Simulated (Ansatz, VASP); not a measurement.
# Hf3Ge6O8 (amorphous HfO2 against Ge(100), 7.5 A) in two plane-wave programs

One calculation is typed for both programs; each brings its own data sets. How far apart do they land? The cell is taken from a series of runs on this material, whose earlier steps may have relaxed, scaled, displaced or heated it; both programs get it as it stands.

Calculated with Ansatz 0.2.0; plane waves, with VASP 6.6.1 beside it; single point at PBE.

### 1. Starting point

The cell holds 136 atoms: 48 Ge, 24 Hf and 64 O. Cell: a = 11.440 Å, b = 11.440 Å, c = 17.005 Å, α = 90.0°, β = 90.0°, γ = 90.0°. It derives from Ge (6 planes of diamond Ge(100)). A slab of 6 planes of diamond Ge(100) (starting lattice constant a = 5.72 A), 11.44 x 11.44 A in plane. 88 atoms (24 Hf, 64 O) packed at random between the slab and its periodic image at 8.5 g/cm^3 (a layer of 7.9 A) and pushed apart as soft spheres. Langevin MD at fixed cell with the MACE-MP-0b2 small potential (Batatia et al., arXiv:2401.00096), steps of 2 fs: 0.84 ps at 3200 K with the crystal held, 3200 to 600 K in 2.4 ps with the crystal held, 600 to 300 K in 1.2 ps with its inner planes held; soft walls kept the melt out of the crystal while it was held. Then all atoms and the cell's height relaxed. The structure's axis is c.

### 2. VASP: single point, PBE

With cell and atoms fixed, the geometry can't cause a difference; cores, projectors, grids and the points listed under the comparison can.

Lines of VASP's logs that name or quote its potential files are left out, and so is its time.

INCAR

```
SYSTEM = Hf3Ge6O8
PREC = Accurate
ENCUT = 600
EDIFF = 1E-06
NELM = 120
ISMEAR = -1
SIGMA = 0.025
LREAL = Auto
ALGO = Normal
GGA = PE
NBANDS = 751
LASPH = .TRUE.
LORBIT = 11
LWAVE = .FALSE.
LCHARG = .FALSE.
ISIF = 2
GGA_COMPAT = .FALSE.
EFERMI = MIDGAP
```

POSCAR

```
Hf3Ge6O8
1.0
   11.4400000000      0.0000000000      0.0000000000
    0.0000000000     11.4400000000      0.0000000000
    0.0000000000      0.0000000000     17.0054300000
Ge Hf O
48 24 64
Direct
    0.9573700000      0.0101000000      0.2940900000
    0.1588700000      0.1487400000      0.0712400000
    0.9874700000      0.2586300000      0.1276800000
    0.0857900000      0.3800900000      0.2311800000
    0.2700200000      0.9922700000      0.1380100000
    0.3474800000      0.1463500000      0.2268500000
    0.2211800000      0.2663600000      0.3186100000
    0.3682700000      0.3810100000      0.0694400000
    0.0946500000      0.1170000000      0.3811400000
    0.9670800000      0.1684500000      0.4958000000
    0.2365000000      0.0177400000      0.4732700000
    0.3672600000      0.3631000000      0.4088200000
    0.9453500000      0.5120400000      0.3021800000
    0.0963000000      0.6102400000      0.0741000000
    0.9889600000      0.7708800000      0.1377200000
    0.1090400000      0.9007200000      0.2191600000
    0.2278300000      0.4945500000      0.1565600000
    0.3477800000      0.6356000000      0.2321700000
    0.2271000000      0.7783700000      0.3110400000
    0.3562100000      0.9003200000      0.9731000000
    0.0972400000      0.6303100000      0.3694500000
    0.0150400000      0.6914800000      0.4977500000
    0.2267500000      0.5190300000      0.4764700000
    0.3785600000      0.8740100000      0.3995500000
    0.4728600000      0.0105900000      0.3021200000
    0.6182800000      0.1618600000      0.0377400000
    0.4952900000      0.2563900000      0.1456800000
    0.6050300000      0.3937300000      0.2250600000
    0.7256600000      0.0136200000      0.1185200000
    0.8474900000      0.1430000000      0.2061500000
[... 100 atom lines left out ...]
    0.8814500000      0.3957600000      0.9415200000
    0.5602900000      0.6306100000      0.6080000000
    0.6299400000      0.3066600000      0.5156400000
    0.4214700000      0.3562400000      0.6013600000
    0.5588700000      0.6387400000      0.9401800000
    0.3467100000      0.5148500000      0.8587300000
```

KPOINTS

```
Automatic mesh
0
Gamma
1 1 1
0 0 0
```

PAW data sets: Ge_d, Hf_pv and O (PBE family, release 64).

Started as:

```console
$ export OMP_NUM_THREADS=3
$ mpirun -np 1 vasp_gam
```

Numbers of over 12 decimals in the logs are rounded to 6 here.

What it wrote:

```text
[banner, memory and clock lines left out]
running    1 mpi-ranks, on    1 nodes
[...]
Offloading initialized ...    1 GPUs detected
[...]
LDA part: xc-table for (Slater+PW92), standard interpolation
 POSCAR, INCAR and KPOINTS ok, starting setup
[...]
entering main loop
       N       E                     dE             d eps       ncg     rms          rms(c)
DAV:   1     0.480511779986E+05    0.48051E+05   -0.41951E+05  1630   0.491E+03
DAV:   2     0.102766869675E+05   -0.37774E+05   -0.36210E+05  1502   0.132E+03
DAV:   3     0.896278142940E+03   -0.93804E+04   -0.89186E+04  1526   0.451E+02
DAV:   4    -0.105024560928E+04   -0.19465E+04   -0.18649E+04  1813   0.190E+02
[...]
DAV:  19    -0.103893287941E+04   -0.24332E-05   -0.26508E-05  1852   0.216E-02    0.708E-03
DAV:  20    -0.103893288152E+04   -0.21126E-05   -0.16948E-05  1308   0.108E-02    0.558E-03
DAV:  21    -0.103893288222E+04   -0.69341E-06   -0.25203E-06  1132   0.107E-02
   1 F= -.10389329E+04 E0= -.10389328E+04  d E =-.221777E-03
```

Parts of OUTCAR (step 2):

```text
  FREE ENERGIE OF THE ION-ELECTRON SYSTEM (eV)
  ---------------------------------------------------
  free  energy   TOTEN  =     -1038.9328822151 eV

  energy  without entropy=    -1038.9326604386  energy(sigma->0) =    -1038.93277133
```

Harder data sets than Hf_pv exist (the GW ones), and pressures, volumes and forces can shift noticeably with them.

### 3. Ansatz: single point, PBE

Ansatz runs on its default PAW (the set named soft_2) files.

The same cell, functional, mesh and smearing now go to Ansatz, which takes its cutoff from its data sets.

input.yaml

```yaml
crystal:
  lattice:
    - [11.44, 0.0, 0.0]
    - [0.0, 11.44, 0.0]
    - [0.0, 0.0, 17.00543]
  atoms:
    - { symbol: Ge, position: [0.95737, 0.0101, 0.29409] }
    - { symbol: Ge, position: [0.15887, 0.14874, 0.07124] }
    - { symbol: Ge, position: [0.98747, 0.25863, 0.12768] }
    - { symbol: Ge, position: [0.08579, 0.38009, 0.23118] }
    - { symbol: Ge, position: [0.27002, 0.99227, 0.13801] }
    - { symbol: Ge, position: [0.34748, 0.14635, 0.22685] }
    - { symbol: Ge, position: [0.22118, 0.26636, 0.31861] }
    - { symbol: Ge, position: [0.36827, 0.38101, 0.06944] }
    - { symbol: Ge, position: [0.09465, 0.117, 0.38114] }
    - { symbol: Ge, position: [0.96708, 0.16845, 0.4958] }
    - { symbol: Ge, position: [0.2365, 0.01774, 0.47327] }
    - { symbol: Ge, position: [0.36726, 0.3631, 0.40882] }
    - { symbol: Ge, position: [0.94535, 0.51204, 0.30218] }
    - { symbol: Ge, position: [0.0963, 0.61024, 0.0741] }
    - { symbol: Ge, position: [0.98896, 0.77088, 0.13772] }
    - { symbol: Ge, position: [0.10904, 0.90072, 0.21916] }
    - { symbol: Ge, position: [0.22783, 0.49455, 0.15656] }
    - { symbol: Ge, position: [0.34778, 0.6356, 0.23217] }
    - { symbol: Ge, position: [0.2271, 0.77837, 0.31104] }
    - { symbol: Ge, position: [0.35621, 0.90032, 0.9731] }
    - { symbol: Ge, position: [0.09724, 0.63031, 0.36945] }
    - { symbol: Ge, position: [0.01504, 0.69148, 0.49775] }
    - { symbol: Ge, position: [0.22675, 0.51903, 0.47647] }
    - { symbol: Ge, position: [0.37856, 0.87401, 0.39955] }
    - { symbol: Ge, position: [0.47286, 0.01059, 0.30212] }
    - { symbol: Ge, position: [0.61828, 0.16186, 0.03774] }
    - { symbol: Ge, position: [0.49529, 0.25639, 0.14568] }
    - { symbol: Ge, position: [0.60503, 0.39373, 0.22506] }
    - { symbol: Ge, position: [0.72566, 0.01362, 0.11852] }
    - { symbol: Ge, position: [0.84749, 0.143, 0.20615] }
[... 100 atom lines left out ...]
    - { symbol: O, position: [0.88145, 0.39576, 0.94152] }
    - { symbol: O, position: [0.56029, 0.63061, 0.608] }
    - { symbol: O, position: [0.62994, 0.30666, 0.51564] }
    - { symbol: O, position: [0.42147, 0.35624, 0.60136] }
    - { symbol: O, position: [0.55887, 0.63874, 0.94018] }
    - { symbol: O, position: [0.34671, 0.51485, 0.85873] }
kpoints:
  mp_grid: { grid: [1, 1, 1] }
hamiltonian:
  xc: pbe
scf:
  occupations: { method: fermi_dirac, width: 0.025 }
output:
  forces: true
  stress: true
  populations: true
  dos:
    method: { smearing: { sigma: 0.08 } }
    de: 0.05
    projected:
      site_lists:
        layer_1: [1, 2, 4, 7, 13, 14, 16, 25, 26, 28, 31, 37, 38, 40, 43, 82, 93, 110, 113, 121]
        layer_2: [0, 3, 5, 6, 12, 15, 17, 18, 24, 27, 29, 30, 36, 39, 41, 42]
        layer_3: [8, 9, 10, 11, 20, 21, 22, 23, 32, 33, 35, 44, 47, 124]
        layer_4: [34, 45, 46, 48, 52, 55, 56, 59, 67, 70, 79, 80, 81, 84, 85, 86, 90, 96, 101, 104, 105, 108, 112, 115, 131, 132, 133]
        layer_5: [49, 53, 54, 57, 58, 63, 64, 68, 69, 72, 75, 76, 87, 91, 94, 95, 97, 98, 102, 103, 107, 111, 116, 118, 120, 122, 123, 125, 127, 128, 129]
        layer_6: [19, 50, 51, 60, 61, 62, 65, 66, 71, 73, 74, 77, 78, 83, 88, 89, 92, 99, 100, 106, 109, 114, 117, 119, 126, 130, 134, 135]
  eigenvalues: true
  write_density: true
  write_potential: true
  volumetric_format: npy
```

Started as:

```console
$ ansatz run input.yaml --threads 4 --pin off --max-ram 15872MiB --backend cpu --events-out ev --progress --plain --runs-dir out
```

What it wrote:

```text
Engine: ansatz 0.2.0, aarch64-unknown-linux-gnu
Pseudopotentials: kind: paw
Pseudopotential: Ge, paw, valence charge 14, recommended cutoff 420 eV (normal), Ge.paw.azcp
Pseudopotential: Hf, paw, valence charge 26, recommended cutoff 420 eV (normal), Hf.paw.azcp
Pseudopotential: O, paw, valence charge 6, recommended cutoff 420 eV (normal), O.paw.azcp
Functional definition: PBE
  parameter kappa = 0.804
  parameter beta = 0.066725
  exchange = pbe_x(kappa = kappa, mu = beta*pi^2/3)
  correlation = pbe_c(beta = beta)
Crystal: 136 atoms, lattice volume = 2225.562 Å³
Basis set: ecut = 420 eV, 43457 PW (Γ), exchange–correlation on 160×160×240 points (8 copies of the dense FFT grid, shifted against one another)
Bands: 1008, of which v1, the nominal top of the filled ones, is band 840 counted from 1 (839 counted from 0)
Symmetry: 1 space group operations
Space group: P1 (ITA 1), of the structure as read, at distance tolerance 1.3e-4 Å
k-points: 1
Non-local potential: Ge, projectors of the file, l = 0: 2, l = 1: 2, l = 2: 3, l = 3: 1
Non-local potential: Hf, projectors of the file, l = 0: 3, l = 1: 2, l = 2: 2, l = 3: 3
Non-local potential: O, projectors of the file, l = 0: 2, l = 1: 2, l = 2: 1
PAW form: soft (Blöchl's): semilocal exchange-correlation on the pseudo side does not see the compensation charge
PAW one-centre angular grid: Ge, 590 points (default); XC on 64 Gauss nodes
PAW one-centre angular grid: Hf, 590 points (default); XC on 64 Gauss nodes
PAW one-centre angular grid: O, 110 points (default); XC on 64 Gauss nodes
Initial density: superposition of atomic densities (neutral atoms: chi_scale 0, normalization atom), corrected by the library's trained network
Initial wavefunctions: pseudopotential atomic-orbital guess
Functional: x = pbe(κ = 0.804, μ = 0.219515), c = pbe(β = 0.066725)
SCF iter   1: F=—  HF=-619889.414226 eV  |F-HF|=—  |Δ(HF+E_count)|=         —  Δρ=4.65e-3  dr2=2.52e0  ethr=1.77e-3  ⟨swp⟩=6.0  Hψ=3357  notcnv=0  defer=153
preconditioner: auto → Resta (q_TF=auto, 2.603 Å⁻¹)  ε∞=3.7  [insulator: Δε(μ)=0.598 eV  Ē_g=19.392 eV  σ=0.025 eV  W_gap=1.00  n_scr=674 (ndim 8)  ℏωp=31.8 eV  f_vac=0.127  D(μ)=0.00/eV (n_scr^D=0)  ε∞_Penn≈3.7]
SCF iter   2: F=—  HF=-619889.071897 eV  |F-HF|=—  |Δ(HF+E_count)|=   3.42e-1  Δρ=2.77e-3  dr2=3.72e-1  ethr=1.50e-4  ⟨swp⟩=2.0  Hψ=1171  notcnv=0  defer=157
SCF iter   3: F=—  HF=-619889.030114 eV  |F-HF|=—  |Δ(HF+E_count)|=   4.18e-2  Δρ=1.40e-3  dr2=9.48e-2  ethr=2.22e-5  ⟨swp⟩=2.0  Hψ=1080  notcnv=0  defer=157
SCF iter   4: F=—  HF=-619889.021856 eV  |F-HF|=—  |Δ(HF+E_count)|=   8.26e-3  Δρ=6.24e-4  dr2=1.53e-2  ethr=5.64e-6  ⟨swp⟩=2.0  Hψ=1123  notcnv=0  defer=157
SCF iter   5: F=—  HF=-619889.022080 eV  |F-HF|=—  |Δ(HF+E_count)|=   2.25e-4  Δρ=2.89e-4  dr2=2.50e-3  ethr=9.12e-7  ⟨swp⟩=2.0  Hψ=1355  notcnv=0  defer=157
SCF iter   6: F=—  HF=-619889.022591 eV  |F-HF|=—  |Δ(HF+E_count)|=   5.10e-4  Δρ=1.12e-4  dr2=3.40e-4  ethr=1.49e-7  ⟨swp⟩=2.0  Hψ=1356  notcnv=0  defer=157
SCF iter   7: F=—  HF=-619889.022848 eV  |F-HF|=—  |Δ(HF+E_count)|=   2.57e-4  Δρ=5.05e-5  dr2=6.79e-5  ethr=2.02e-8  ⟨swp⟩=2.0  Hψ=1672  notcnv=0  defer=157
SCF iter   8: F=—  HF=-619889.022350 eV  |F-HF|=—  |Δ(HF+E_count)|=   4.98e-4  Δρ=2.29e-5  dr2=1.41e-5  ethr=4.04e-9  ⟨swp⟩=2.0  Hψ=1800  notcnv=0  defer=157
SCF iter   9: F=—  HF=-619889.022363 eV  |F-HF|=—  |Δ(HF+E_count)|=   1.24e-5  Δρ=9.30e-6  dr2=2.42e-6  ethr=8.39e-10  ⟨swp⟩=2.0  Hψ=1688  notcnv=0  defer=157
SCF iter  10: F=—  HF=-619889.022365 eV  |F-HF|=—  |Δ(HF+E_count)|=   2.32e-6  Δρ=4.76e-6  dr2=5.60e-7  ethr=1.44e-10  ⟨swp⟩=2.0  Hψ=1678  notcnv=0  defer=157
SCF iter  11: F=—  HF=-619889.022365 eV  |F-HF|=—  |Δ(HF+E_count)|=   4.09e-7  Δρ=2.58e-6  dr2=1.59e-7  ethr=3.33e-11  ⟨swp⟩=2.0  Hψ=1691  notcnv=0  defer=157
SCF iter  12: F=-619889.022365 eV  HF=-619889.022365 eV  |F-HF|=1.02e-8  |Δ(HF+E_count)|=   1.13e-7  Δρ=8.89e-7  dr2=2.68e-8  ethr=5.95e-12  ⟨swp⟩=15.0  Hψ=7314  notcnv=0
SCF 1 converged in 12 iterations: F = -619889.022365 eV  dr2 = 2.68e-8
  greatest PAW one-centre occupation: 0.999 electrons in one spin orbital (limit 2), on the Ge atom at site 7 (counted from 0), in its partial waves of l = 2
SCF converged after 12 iterations
Free energy (F): -619889.022365 eV
Harris-Foulkes:  -619889.022365 eV  (|F-HF|=1.02e-8)
Internal energy: -619889.022166 eV  (E = F + TS)
E sigma→0 (E₀):  -619889.022266 eV
Entropy (-TS):   -0.000200 eV (-0.001 meV/atom)
Fermi energy:    10.173340 eV
--- Per-component energies (eV) ---
  E_band       = -11410.041647
  E_kinetic    = 26608.970952
  E_local      = -401082.046334  (includes V_loc(G=0)·N_el)
  E_nonlocal   = -6688.837322
  E_hartree    = 184138.338463
  E_xc         = -15516.164689
  E_vxc        = -15468.562130  (∫ρ·V_xc dr)
  E_paw        = -273297.710929  (= ΣΔE_a)
  E_vpaw       = 16943.587352  (= ΣTr[D̂ρ^β])
[...]
--- Löwdin populations: 136 sites ---
  site symbol       q [e]
     0     Ge     13.9954
     1     Ge     13.2682
     2     Ge     14.0211
     3     Ge     13.9924
     4     Ge     14.1090
     5     Ge     14.0031
     6     Ge     13.9964
     7     Ge     13.1834
     8     Ge     13.9900
     9     Ge     12.9938
    10     Ge     13.2214
    11     Ge     14.0060
    12     Ge     13.9971
    13     Ge     13.2091
    14     Ge     14.0478
    15     Ge     13.9903
    16     Ge     14.0861
    17     Ge     13.9903
    18     Ge     13.9839
    19     Ge     13.2210
    20     Ge     14.0082
    21     Ge     12.9364
    22     Ge     13.2221
    23     Ge     14.1164
[...]
128      O      6.6255
   129      O      6.6106
   130      O      6.6774
   131      O      6.6899
   132      O      6.6497
   133      O      6.6643
   134      O      6.7287
   135      O      6.6987
  spilling = 0.002597 (of n_electrons = 1680.000000)
```

### 4. Comparison

Known differences besides the potentials themselves: the data sets hold 1680 valence electrons in Ansatz (on its default PAW (the set named soft_2) files) and 1296 in VASP; the cutoff is 420 eV in Ansatz and 600 eV in VASP (PREC = Accurate, projectors in real space). Total energies have different zeros and are not compared.

The two programs side by side:

```
              quantity  Ansatz   VASP  difference
        pressure (GPa)    0.64  -0.51       +1.15
gap on the k mesh (eV)   0.425  0.419      +0.006
```

Forces on 7 of the 136 atoms, those with the largest forces and the largest differences (eV/Å; atoms numbered as in POSCAR):

```
atom          Ansatz x, y, z            VASP x, y, z
Hf65  -0.003, -0.005, -0.006   -0.063, -0.167, 0.059
Hf72    0.012, -0.011, 0.001  -0.064, -0.138, -0.104
 O89     0.004, 0.001, 0.006   -0.100, 0.036, -0.135
 O91    -0.003, 0.000, 0.002    -0.073, 0.072, 0.133
O106    0.000, -0.001, 0.001   -0.036, -0.107, 0.128
O107   0.002, -0.004, -0.001    0.153, 0.005, -0.111
O132    -0.001, 0.001, 0.006   -0.042, -0.007, 0.177
```

The forces differ by 53 meV/Å r.m.s., where the r.m.s. force is 0.004 eV/Å in Ansatz and 0.054 eV/Å in VASP: the atoms lie near their places of rest in Ansatz, so a percentage would say little (all taken over all components). A gap on the mesh is an upper bound, since the band edges may lie between its points; neither run holds spin-orbit coupling, which can move the band edges of a compound of Hf.

### 5. What came out

```yaml
r_m_s_force_difference_single_point_pbe: 53 meV/Å
difference_in_pressure_single_point_pbe: 1.1 GPa
```

In words: The r.m.s. force difference is 53 meV/Å (single point, PBE), beyond the 12 meV/Å picked in this series as the mark of a large difference. The data sets hold unlike numbers of valence electrons (1680 in Ansatz and 1296 in VASP), so part of the differences comes from the potentials. By the marks of this series, far apart in the single point, PBE pair: the r.m.s. force difference, 53 meV/Å and the difference in pressure, 1.1 GPa. What causes the difference of the single point, PBE pair stays open here. How closely two codes agree says nothing of how well the functional describes the real material.

[Lines on the potential files, build, host, timing and source positions are cut from VASP's logs without a mark.]

[Logs are printed without paths, hosts, clocks, repeated set-up lines and the standing remarks that a program may print on its own settings, such as how far it seeks lower states.]

[Hosts, paths, dates, database ids (printed as entryN), source tags and the programs' standing remarks are cut or masked in the printed files.]
